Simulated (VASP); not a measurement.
All values below come from r2SCAN meta-GGA, VASP's PBE PAW potentials (set 64) (plane waves; VASP 6.6.1).

Input for VASP

### INCAR
```
ALGO = Normal
EDIFF = 1E-6
EDIFFG = -0.02
ENCUT = 520
IBRION = 2
ISIF = 3
ISMEAR = 0
LASPH = .True.
LCHARG = .False.
LMAXMIX = 6
LMIXTAU = .True.
LREAL = .False.
LWAVE = .False.
METAGGA = R2SCAN
NELM = 100
NSW = 60
PREC = Accurate
SIGMA = 0.05
SYSTEM = CeO2
```

File KPOINTS:
```
K-points
0
G
  6 6 6
```

**POSCAR**
```
CeO2
1.0
  0.0000000000   2.7174068375   2.7174068375
  2.7174068375   0.0000000000   2.7174068375
  2.7174068375   2.7174068375   0.0000000000
Ce O
1 2
Cart
  0.0000000000   0.0000000000   0.0000000000
  1.3587034188   1.3587034188   1.3587034188
  4.0761102562   4.0761102562   4.0761102562
```

POTCAR, in this order: Ce O (PBE.64 set). Program: vasp_std.

The resulting files:

File OSZICAR:
```
       N       E                     dE             d eps       ncg     rms          rms(c)
DAV:   1     0.214626155665E+03    0.21463E+03   -0.11932E+04   520   0.206E+03
DAV:   2    -0.351121813956E+02   -0.24974E+03   -0.23212E+03   800   0.329E+02
DAV:   3    -0.664956380438E+02   -0.31383E+02   -0.29034E+02   624   0.161E+02
DAV:   4    -0.679568313087E+02   -0.14612E+01   -0.14608E+01   888   0.330E+01
DAV:   5    -0.680339051444E+02   -0.77074E-01   -0.77064E-01   768   0.616E+00    0.315E+01
DAV:   6    -0.536810910685E+02    0.14353E+02   -0.44046E+01   760   0.498E+01    0.102E+01
DAV:   7    -0.542167797376E+02   -0.53569E+00   -0.20626E+01   752   0.492E+01    0.144E+01
DAV:   8    -0.543582616498E+02   -0.14148E+00   -0.87889E+00   768   0.251E+01    0.522E+00
DAV:   9    -0.538969802376E+02    0.46128E+00   -0.57549E+00   752   0.232E+01    0.300E+00
DAV:  10    -0.539866147121E+02   -0.89634E-01   -0.50083E-01   728   0.783E+00    0.498E-01
DAV:  11    -0.540232327086E+02   -0.36618E-01   -0.19673E-01   800   0.382E+00    0.136E+00
DAV:  12    -0.540316286881E+02   -0.83960E-02   -0.11110E-01   776   0.323E+00    0.161E-01
DAV:  13    -0.540234599933E+02    0.81687E-02   -0.84526E-03   688   0.982E-01    0.402E-01
DAV:  14    -0.540318701959E+02   -0.84102E-02   -0.68558E-03   648   0.887E-01    0.546E-02
DAV:  15    -0.540322800616E+02   -0.40987E-03   -0.89018E-04   864   0.294E-01    0.504E-02
DAV:  16    -0.540322698199E+02    0.10242E-04   -0.28425E-05   608   0.564E-02    0.427E-02
DAV:  17    -0.540322799595E+02   -0.10140E-04   -0.95901E-05   824   0.955E-02    0.171E-02
DAV:  18    -0.540322813275E+02   -0.13681E-05   -0.82577E-06   648   0.295E-02    0.642E-03
DAV:  19    -0.540322816287E+02   -0.30114E-06   -0.59276E-07   376   0.103E-02
   1 F= -.54032282E+02 E0= -.54032282E+02  d E =-.540323E+02
```

File OUTCAR:
```
------------------------ aborting loop because EDIFF is reached ----------------------------------------
  FORCE on cell =-STRESS in cart. coord.  units (eV):
  Direction    XX          YY          ZZ          XY          YZ          ZX
  --------------------------------------------------------------------------------------
  Total        0.0060944      0.0060944      0.0060944      0.0000000      0.0000000     -0.0000000
  in kB        0.2433019      0.2433019      0.2433019      0.0000000      0.0000000     -0.0000000
  external PRESSURE =       0.2433019 kB  Pullay stress =       0.0000000 kB
  volume of cell :       40.13
      direct lattice vectors                 reciprocal lattice vectors
     0.000000000  2.717406838  2.717406838    -0.183998948  0.183998948  0.183998948
     2.717406838  0.000000000  2.717406838     0.183998948 -0.183998948  0.183998948
     2.717406838  2.717406838  0.000000000     0.183998948  0.183998948 -0.183998948
 POSITION                                       TOTAL-FORCE (eV/Angst)
 -----------------------------------------------------------------------------------
      0.00000      0.00000      0.00000         0.000000      0.000000      0.000000
      1.35870      1.35870      1.35870        -0.000000     -0.000000     -0.000000
      4.07611      4.07611      4.07611        -0.000000      0.000000      0.000000
 -----------------------------------------------------------------------------------
    total drift:                                0.000000     -0.000000      0.000000
  FREE ENERGIE OF THE ION-ELECTRON SYSTEM (eV)
  ---------------------------------------------------
  free  energy   TOTEN  =       -54.0322816287 eV

  energy  without entropy=      -54.0322816287  energy(sigma->0) =      -54.03228163

 reached required accuracy - stopping structural energy minimisation
```
(Selected blocks of OUTCAR.)

The compound is CeO2 in the fluorite structure. It was relaxed first. The start is the result of an earlier pass. The run is not spin-polarised, so no magnetic state was tried.
